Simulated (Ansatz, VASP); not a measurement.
ZnHgO2 in VASP and in Ansatz

Contents of INCAR:

```
  PREC = Accurate
  ENCUT = 520
  EDIFF = 1E-7
  ISMEAR = -1
  SIGMA = 0.05
  LREAL = F
  LASPH = T
  NELM = 80
  ALGO = Normal
  ISIF = 2
  LWAVE = F
  LCHARG = F
  METAGGA = R2SCAN
  LMIXTAU = T
  NBANDS = 26
```

KPOINTS

```
Automatic mesh
0
Gamma
  5 5 6
```

POSCAR

```
ZnHgO2
1.0
    4.0092200000      0.0000000000      0.0000000000
    0.0000000000      4.0092200000      0.0000000000
    0.0000000000      0.0000000000      3.3045900000
Zn Hg O
1 1 2
Direct
    0.0000000000      0.0000000000      0.0000000000
    0.5000000000      0.5000000000      0.5000000000
    0.5000000000      0.0000000000      0.0000000000
    0.0000000000      0.5000000000      0.0000000000
```

File KPOINTS_OPT:

```
path GXMGZRAZ,XR,MA
20
line-mode
reciprocal
 0.0000000000  0.0000000000  0.0000000000  G
 0.0000000000  0.5000000000  0.0000000000  X

 0.0000000000  0.5000000000  0.0000000000  X
 0.5000000000  0.5000000000  0.0000000000  M

 0.5000000000  0.5000000000  0.0000000000  M
 0.0000000000  0.0000000000  0.0000000000  G

 0.0000000000  0.0000000000  0.0000000000  G
 0.0000000000  0.0000000000  0.5000000000  Z

 0.0000000000  0.0000000000  0.5000000000  Z
 0.0000000000  0.5000000000  0.5000000000  R

 0.0000000000  0.5000000000  0.5000000000  R
 0.5000000000  0.5000000000  0.5000000000  A

 0.5000000000  0.5000000000  0.5000000000  A
 0.0000000000  0.0000000000  0.5000000000  Z

 0.0000000000  0.5000000000  0.0000000000  X
 0.0000000000  0.5000000000  0.5000000000  R

 0.5000000000  0.5000000000  0.0000000000  M
 0.5000000000  0.5000000000  0.5000000000  A
```

input.yaml

```yaml
crystal:
  lattice:
    - [4.00922, 0.0, 0.0]
    - [0.0, 4.00922, 0.0]
    - [0.0, 0.0, 3.30459]
  atoms:
    - { symbol: Zn, position: [0.0, 0.0, 0.0] }
    - { symbol: Hg, position: [0.5, 0.5, 0.5] }
    - { symbol: O, position: [0.5, 0.0, 0.0] }
    - { symbol: O, position: [0.0, 0.5, 0.0] }
hamiltonian:
  xc: r2scan
  pseudopotentials: { kind: paw }
kpoints:
  mp_grid: { grid: [5, 5, 6] }
  band_path:
    path:
      - [[0.0, 0.0, 0.0], [0.0, 0.5, 0.0], [0.5, 0.5, 0.0], [0.0, 0.0, 0.0], [0.0, 0.0, 0.5], [0.0, 0.5, 0.5], [0.5, 0.5, 0.5], [0.0, 0.0, 0.5]]
      - [[0.0, 0.5, 0.0], [0.0, 0.5, 0.5]]
      - [[0.5, 0.5, 0.0], [0.5, 0.5, 0.5]]
    npoints: 14
scf:
  occupations: { method: fermi_dirac, width: 0.05 }
  n_extra_bands: 10
output:
  forces: true
  stress: true
  eigenvalues: true
  fatbands: false
```

The cell was built by a generator and needn't be a form met in nature.

Alike in both runs: task band structure; functional r2SCAN; k mesh 5 × 5 × 6; occupations fermi-dirac, width 0.05 eV; no spin polarisation.

```csv
,VASP,Ansatz
version,VASP 6.6.1,Ansatz 0.2.0
potentials or method,"VASP PAW PBE potentials, release 64 (Zn, Hg, O)",Ansatz PAW
plane-wave cutoff (eV),520,500
valence electrons in the cell,36,44
```

|  | VASP | Ansatz | Ansatz less VASP |
| --- | --- | --- | --- |
| gap on the k mesh at the Fermi level (eV) | none | none | - |
| pressure (GPa) | -4.3 | -5.4 | -1.02 |
| largest component of the traceless stress (GPa) | 0.69 | 0.88 | +0.196 |

A gap of «none» marks a metal or a gap that the smearing closes. The two sets of potentials don't hold the same shells in valence.

Caveats: spin-orbit coupling is left out, which moves the levels of the heavy elements; the PAW data sets were made with another functional, which shifts forces and pressure a little (VASP); the PAW data sets come from PBE, with cores solved anew for the run's functional, which leaves a small shift of forces and pressure (Ansatz).
